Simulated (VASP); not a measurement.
An input for Ansatz (written as the equivalent of a VASP run, and not itself run):

Ansatz 0.2 input:
```yaml
crystal:
  lattice:
    - [1.9482000, -3.3743810, 0.0000000]
    - [1.9482000, 3.3743810, 0.0000000]
    - [0.0000000, 0.0000000, 6.3852000]
  atoms:
    - { symbol: Zn, position: [0.6666670, 0.3333330, 0.5000000] }
    - { symbol: Zn, position: [0.3333330, 0.6666670, 0.0000000] }
    - { symbol: S, position: [0.6666670, 0.3333330, 0.8750000] }
    - { symbol: S, position: [0.3333330, 0.6666670, 0.3750000] }
kpoints:
  mp_grid: { grid: [6, 6, 3] }
hamiltonian:
  xc: pbe
  pseudopotentials: { kind: paw }
  hubbard:
    sites:
      - { species: Zn, l: d, u_eff: 8 }
scf:
  occupations: { method: gaussian, width: 0.05 }
  max_iter: 100
output: { forces: true, stress: true, eigenvalues: true }
```

Translate this input to VASP (INCAR, KPOINTS, POSCAR, choice of POTCAR).

One answer among several that fit: 
**POSCAR**
```
ZnS
1
    1.9482000000    -3.3743810000     0.0000000000
    1.9482000000     3.3743810000     0.0000000000
    0.0000000000     0.0000000000     6.3852000000
Zn S
2 2
Direct
  0.6666670000   0.3333330000   0.5000000000
  0.3333330000   0.6666670000   0.0000000000
  0.6666670000   0.3333330000   0.8750000000
  0.3333330000   0.6666670000   0.3750000000
```

File KPOINTS:
```
Automatic mesh
0
Gamma
6 6 3
0 0 0
```

**INCAR**
```
SYSTEM = ZnS
PREC = Accurate
ENCUT = 400
EDIFF = 1E-6
NELM = 100
ALGO = Normal
LREAL = .FALSE.
LASPH = .TRUE.
ISMEAR = 0
SIGMA = 0.05
GGA = PE
LMAXMIX = 4
LWAVE = .FALSE.
LCHARG = .FALSE.
ISIF = 2
LDAU = .TRUE.
LDAUTYPE = 2
LDAUL = 2 -1
LDAUU = 8.0 0
LDAUJ = 0 0
LDAUPRINT = 1
LORBIT = 10
```

POTCAR, in this order: Zn S (PBE.64 set). Program: vasp_std.

What does not carry over: each code has its own PAW files, so the cut-off isn't converted (ENCUT is set for VASP's; basis.ecutwfc is left out, and Ansatz then takes the one that its files recommend); Ansatz stops its SCF on the density residual and VASP on the energy change (EDIFF); the +U projectors differ, so the same U acts differently.

The compound is ZnS in the wurtzite structure, the high-temperature form. The cell was not relaxed at this level. The run is one of a series of settings (LDAU = .TRUE., LDAUJ = 0 0, LDAUL = 2 -1, LDAUTYPE = 2, LDAUU = 8.0 0 against the base run), some of them coarse on purpose.
